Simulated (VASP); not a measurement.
Set up this calculation in VASP 6.6.1, as the native input.

- Task: single point
- Functional: LDA
- Potentials or basis: VASP PAW LDA potentials, release 64 (Ti_sv, S, Na_pv)
- Cutoff: 520 eV
- k mesh: 2 × 2 × 2
- Occupations: fermi-dirac, width 0.05 eV
- Spin: no spin polarisation
- Dipole correction: no
- Further INCAR settings: LREAL = Auto; ALGO = Fast; EDIFF = 1e-06; NBANDS = 72

The structure of Na3Ti4S8 (a cell with a defect) lies in POSCAR:

```
Na3Ti4S8
1.0
   -3.6285300000     -6.2847980000      0.0000000000
    5.4427950000     -3.1423990000      0.0000000000
    0.0000000000      0.0000000000      6.8552330000
Ti S Na
4 8 3
Direct
    0.7067961375      0.4994365925      0.0387441244
    0.5130058289     -0.0420818641     -0.0159294367
    0.2242049482      0.4289770937      0.0194012370
   -0.0172505667     -0.0705141749      0.0189927899
    0.4771202673      0.5890071560      0.7996081242
    0.4974686436      0.2905455556      0.1932538252
    0.2253435629      0.1390215649      0.8393004293
    0.2438619881      0.7938128369      0.2471980165
    0.0107394424      0.6385264168      0.8057785928
   -0.0320685733      0.3322444111      0.2030273807
    0.7365056504      0.1238578428      0.8384251855
    0.7216828997      0.8514096254      0.2399334931
    0.5056678149     -0.0725305957      0.5366848946
    0.1855956998      0.4282615025      0.4617640276
   -0.0733194711     -0.0334464003      0.5233374270
```

The input as run:

INCAR

```
PREC     = Accurate       # precision mode
ENCUT    = 520            # plane-wave cutoff, eV
EDIFF    = 1E-6           # SCF threshold, eV
ISMEAR   = -1             # smearing method
SIGMA    = 0.05           # smearing width, eV
LREAL    = Auto         
LASPH    = T              # aspherical terms in the spheres
NELM     = 100            # most SCF steps
ALGO     = Fast           # electronic algorithm
ISIF     = 2              # what is computed and relaxed
LWAVE    = F              # write WAVECAR
LCHARG   = T              # write CHGCAR
LELF     = T              # ELF
LVHAR    = T            
NBANDS   = 72             # bands
```

KPOINTS

```
Automatic mesh
0
Gamma
  2 2 2
```

Potentials or basis: VASP PAW LDA potentials, release 64 (Ti_sv, S, Na_pv).

Launch:

```bash
$ cat potpaw_LDA.64/Ti_sv/POTCAR potpaw_LDA.64/S/POTCAR potpaw_LDA.64/Na_pv/POTCAR > POTCAR
$ mpirun -np 1 vasp_std > vasp.out
```

It gave:

The pressure is -4.6 GPa and the largest force is 2.638 eV/Å. The band gap on the k mesh is none (metal or under the smearing width).

Caveat: the k mesh is coarse (spacing up to 0.50 Å⁻¹), so the values aren't converged.

Wall time 7.7 min on 1 thread of AMD EPYC 9R14 (Zen 4) (shared host), peak memory 0.31 GiB.
